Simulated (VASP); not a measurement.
Method: PBE GGA, VASP's PBE PAW potentials (set 64) (plane waves; VASP).

VASP input:

**POSCAR**
```
PtC
1
    3.1424504621     0.0000000000     0.0000000000
   -1.5712252311     2.7214421386     0.0000000000
    0.0000000000     0.0000000000     5.2586260606
Pt C
2 2
Direct
  0.0000000000   0.0000000000   0.0000000000
  0.0000000000   0.0000000000   0.5000000000
  0.3333330000   0.6666670000   0.2500000000
  0.6666670000   0.3333330000   0.7500000000
```

### INCAR
```
# general
SYSTEM  = PtC
PREC    = Accurate
ENCUT   = 520
LREAL   = .FALSE.   # projection in real space or not
LASPH   = .TRUE.

# electronic loop
EDIFF   = 1E-6   # SCF stop (eV)
NELM    = 100   # most electronic steps
ALGO    = Normal
LMAXMIX = 6   # l cut-off of mixed one-centre charges

# smearing
ISMEAR  = 1   # Methfessel-Paxton
SIGMA   = 0.1   # width (eV)

# functional
GGA     = PE   # PBE

# ions
IBRION  = 2   # conjugate gradients
NSW     = 60
ISIF    = 3   # ions, shape and volume
EDIFFG  = -0.02   # ionic stop

# output
LWAVE   = .FALSE.
LCHARG  = .FALSE.
```

File KPOINTS:
```
Regular mesh
0
gamma
 10 10 5
0 0 0
```

POTCAR, in this order: Pt C (PBE.64 set). Program: vasp_std.

Unless said otherwise, spin-orbit coupling is left out, though it shifts the bands of the heavy elements here.

Question: Predict the energy per atom (σ→0), volume per atom, band gap (on the k-mesh).

Answer: 
| Quantity | Result |
|---|---|
| energy per atom (σ→0) | -615.5 kJ/mol-atom |
| band gap (on the k-mesh) | none (metal, semimetal or under 0.01 eV) |
| volume per atom | 11.25 Å^3/atom |

File OSZICAR:
```
...
DAV:   1    -0.255208533169E+02   -0.68519E-02   -0.12197E-01  1514   0.319E+00    0.532E-01
DAV:   2    -0.255158165312E+02    0.50368E-02   -0.23142E-02  1626   0.147E+00    0.307E-01
DAV:   3    -0.255150304195E+02    0.78611E-03   -0.18623E-03  1612   0.356E-01    0.163E-01
DAV:   4    -0.255149266280E+02    0.10379E-03   -0.13291E-03  1774   0.225E-01    0.513E-02
DAV:   5    -0.255149148810E+02    0.11747E-04   -0.14986E-04  1540   0.754E-02    0.357E-02
DAV:   6    -0.255149129901E+02    0.18909E-05   -0.21743E-05  1646   0.364E-02    0.394E-03
DAV:   7    -0.255149129847E+02    0.53606E-08   -0.18968E-06   880   0.979E-03
   5 F= -.25514913E+02 E0= -.25515161E+02  d E =-.505173E-03
```

The structure was generated: PtC was put into the NiAs type type (P6_3/mmc), which need not be its known phase. This run relaxes it. Symmetry was kept, so distortions that lower it aren't found. The start is the result of an earlier pass.
